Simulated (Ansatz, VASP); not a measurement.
# Cross-check of HfSi3 between VASP and Ansatz, part 2 of 2

Wanted: the spread between two codes on one cell, functional and k mesh. The cell is generated by rule, not measured, and may not be a known phase. The cell is taken from a series of runs on this material, whose earlier steps may have relaxed, scaled, displaced or heated it; both programs get it as it stands.

VASP 6.6.1 and Ansatz 0.2.0.

So far: Starting point; VASP: relaxation of cell and atoms, LDA; Ansatz: relaxation of cell and atoms, LDA; Comparison.

## Step 5: VASP: zone-centre phonons, LDA

Level of this step: LDA; plane waves and PAW (Hf_pv, Si); invented cell (VASP).

Second derivatives magnify differences that forces hide, and they need a tight electronic threshold.

The input, INCAR:

```
SYSTEM = HfSi3
PREC = Accurate
ENCUT = 500
EDIFF = 1E-08
NELM = 120
ISMEAR = 1
SIGMA = 0.27211
LREAL = .FALSE.
ALGO = Normal
GGA = CA
NBANDS = 17
LASPH = .TRUE.
LORBIT = 11
LWAVE = .FALSE.
LCHARG = .FALSE.
ISIF = 2
IBRION = 8
GGA_COMPAT = .FALSE.
KPAR = 2
```

The input, POSCAR:

```
HfSi3
1.0
    3.8998187564      0.0000000000      0.0000000000
    0.0000000000      3.8998187564      0.0000000000
    0.0000000000      0.0000000000      3.8998187564
Hf Si
1 3
Direct
    0.0000000000      0.0000000000      0.0000000000
    0.0000000000      0.5000000000      0.5000000000
    0.5000000000      0.0000000000      0.5000000000
    0.5000000000      0.5000000000      0.0000000000
```

The input, KPOINTS:

```
Automatic mesh
0
Gamma
8 8 8
0 0 0
```

Potentials, in the order of the species: Hf_pv and Si (LDA family, release 64).

Launch:

```
$ mpirun -np 2 vasp_std
```

The program printed:

```text
[... set-up lines as in an earlier step ...]
 entering main loop
       N       E                     dE             d eps       ncg     rms          rms(c)
DAV:   1     0.455747219615E+02    0.45575E+02   -0.10494E+04  1190   0.113E+03
DAV:   2    -0.276720717151E+02   -0.73247E+02   -0.71433E+02  1568   0.217E+02
DAV:   3    -0.299910554553E+02   -0.23190E+01   -0.22939E+01  1495   0.289E+01
DAV:   4    -0.300113430580E+02   -0.20288E-01   -0.20264E-01  1590   0.323E+00
[...]
DAV:  12    -0.292108533833E+02    0.23624E-09   -0.97643E-07  1567   0.623E-03    0.175E-03
DAV:  13    -0.292108533630E+02    0.20310E-07   -0.25769E-07  1390   0.281E-03    0.379E-03
DAV:  14    -0.292108533556E+02    0.74767E-08   -0.42541E-08  1274   0.103E-03
   1 F= -.29210853E+02 E0= -.29208281E+02  d E =-.771853E-02
 Linear response reoptimize wavefunctions to high precision
DAV:   1    -0.292108533556E+02   -0.88676E-11   -0.11315E-09   864   0.239E-04
DAV:   2    -0.292108533556E+02   -0.29104E-10   -0.86894E-11   656   0.726E-05
 Linear response DOF=           3
 Linear response progress:
[...]
RMM:  10    -0.199225150657E-01   -0.98499E-07    0.34382E-09  4685   0.696E-05    0.181E-05
RMM:  11    -0.199224344695E-01    0.80596E-07    0.32211E-09  4413   0.525E-05    0.281E-06
RMM:  12    -0.199224398515E-01   -0.53821E-08   -0.25232E-09  4728   0.396E-05    0.154E-06
 first order change of Fermi-energy   0.64078E-05
 force on displaced ion       2 direction 1 :   0.243  -0.000   0.000
 Linear response progress:
  Degree of freedom:   3/  3
       N       E                     dE             d eps       ncg     rms          rms(c)
RMM:   1    -0.224907401021E-01   -0.22491E-01    0.43415E-02  9814   0.107E+00
RMM:   2    -0.210365460937E-01    0.14542E-02   -0.19456E-03  7084   0.222E-01    0.303E-01
RMM:   3    -0.210476408524E-01   -0.11095E-04   -0.54468E-04  6576   0.115E-01    0.142E-01
RMM:   4    -0.212256411950E-01   -0.17800E-03   -0.15939E-04  7328   0.531E-02    0.253E-02
[...]
RMM:   9    -0.212444581231E-01    0.16595E-06   -0.30640E-09  7535   0.170E-04    0.295E-05
RMM:  10    -0.212444919546E-01   -0.33832E-07   -0.14448E-08  8021   0.650E-05    0.193E-05
RMM:  11    -0.212445005774E-01   -0.86228E-08   -0.26649E-08  8038   0.370E-05    0.839E-06
 first order change of Fermi-energy   0.11302E-04
 force on displaced ion       2 direction 2 :   0.000  -6.583   0.000
 Linear response finished
```

Parts of OUTCAR (step 5):

```text
  Total        0.2319113      0.2319113      0.2319113     -0.0000000     -0.0000000      0.0000000
  in kB        6.2646850      6.2646850      6.2646850     -0.0000000     -0.0000000      0.0000000
  external PRESSURE =       6.2646850 kB  Pullay stress =       0.0000000 kB

 POSITION                                       TOTAL-FORCE (eV/Angst)
 -----------------------------------------------------------------------------------
      0.00000      0.00000      0.00000         0.000000      0.000000      0.000000
      0.00000      1.94991      1.94991         0.000000      0.000000      0.000000
      1.94991      0.00000      1.94991         0.000000      0.000000      0.000000
      1.94991      1.94991      0.00000         0.000000      0.000000      0.000000
 -----------------------------------------------------------------------------------
    total drift:                               -0.000000     -0.000000     -0.000000

[... 1 part as in an earlier step ...]

[... 1 further part left out ...]
```

## Step 6: Ansatz: zone-centre phonons, LDA

The same cell, functional (in two slightly different forms), mesh and smearing now go to Ansatz.

The cell is taken from a series of runs on this material, whose earlier steps may have relaxed, scaled, displaced or heated it; both programs get it as it stands.

The input, input.yaml:

```yaml
crystal:
  lattice:
    - [3.8998187564, 0.0, 0.0]
    - [0.0, 3.8998187564, 0.0]
    - [0.0, 0.0, 3.8998187564]
  atoms:
    - { symbol: Hf, position: [0.0, 0.0, 0.0] }
    - { symbol: Si, position: [0.0, 0.5, 0.5] }
    - { symbol: Si, position: [0.5, 0.0, 0.5] }
    - { symbol: Si, position: [0.5, 0.5, 0.0] }
kpoints:
  mp_grid: { grid: [8, 8, 8] }
hamiltonian:
  xc: lda
  pseudopotentials: { kind: nc, accuracy: standard }
scf:
  occupations: { method: methfessel_paxton, width: 0.27211 }
output:
  eigenvalues: true
basis:
  ecutwfc: 680.285
phonons:
  method: dfpt
```

Launch:

```
$ ansatz run input.yaml --threads 4 --pin off --max-ram 8192MiB --backend cpu --events-out ev --progress --plain --runs-dir out
```

The program printed:

```text
[...]
zone centre: on kpoints.mp_grid the ground state, and the responses unless they are solved on pairs of k-points, stand on 125 of the mesh's 512 k-points, reduced under 8 symmetry operations, with k and −k counted as one. Each operation leaves every solved displacement unchanged or reverses it
[...]
Crystal: 4 atoms, lattice volume = 59.311 Å³
[...]
k mesh reduced under 8 symmetry operations, with k and −k counted as one. Each operation leaves every solved displacement unchanged or reverses it
  ASR residual: 3.351e-5 → 0.000e0 eV/Å²; symmetrization residual: 7.734e-6 eV/Å²
  ASR residual per site (eV/Å²): 3.35e-5 3.20e-5 3.20e-5 3.20e-5
  Γ frequencies (cm⁻¹): -86.52 -86.52 -86.52 0.00 0.00 0.00 261.13 261.13 261.13 268.40 268.40 268.40
  non-analytic LO–TO correction: not included (Born effective charges unavailable; polar crystals: no LO–TO splitting at Γ)
[key lines of the parts left out:]
SCF converged after 8 iterations
Free energy (F): -1884.577731 eV
Fermi energy:    13.681537 eV
```

## Step 7: Side by side

What differs besides the data sets and the points named for the pairs above, as far as they apply: the data sets hold 24 valence electrons in Ansatz (on norm-conserving files, of PseudoDojo where its log says so) and 22 in VASP. Total energies have different zeros and are not compared.

The two programs side by side:

```tsv
quantity	Ansatz	VASP	difference
optical mode 1 to 3 (imaginary, printed as negative) (cm⁻¹)	-86.5	-84.3	-2.3
optical mode 4 to 6 (cm⁻¹)	261.1	263.9	-1.03 %
optical mode 7 to 9 (cm⁻¹)	268.4	271.7	-1.21 %
```

Modes are paired by rising frequency, not by their patterns, so a pair may set unlike modes beside each other; they are those without the splitting of longitudinal modes.

## Step 8: Summary of results

```yaml
difference_in_volume_relaxation_of_cell_and_atoms_lda: -0.48 %
r_m_s_difference_of_the_optical_zone_centre_modes_each_program_s_sorted_by_frequency_zone_centre_phonons_lda: 2.8 cm⁻¹
difference_in_optical_mode_7_to_9_zone_centre_phonons_lda: -1.2 %
```

What this shows: The difference in volume is -0.48 % (relaxation of cell and atoms, LDA), within the 1.2 % picked in this series as the mark of a large difference, as far as the stopping tolerances let one tell. The data sets hold unlike numbers of valence electrons (24 in Ansatz and 22 in VASP), so part of the differences comes from the potentials. Among the rows given in per cent, the largest difference of the zone-centre phonons, LDA pair is in optical mode 7 to 9, -1.2 %. 1 further run of this series is not shown here. Such differences can come from data sets, numerical settings and the points named under the comparisons, not from the functional's error against experiment.

[Lines on the potential files, build, host, timing and source positions are cut from VASP's logs without a mark.]

[Logs are printed without paths, hosts, clocks, repeated set-up lines and the standing remarks that a program may print on its own settings, such as how far it seeks lower states.]

[Hosts, paths, dates, database ids (printed as entryN), source tags and the programs' standing remarks are cut or masked in the printed files.]
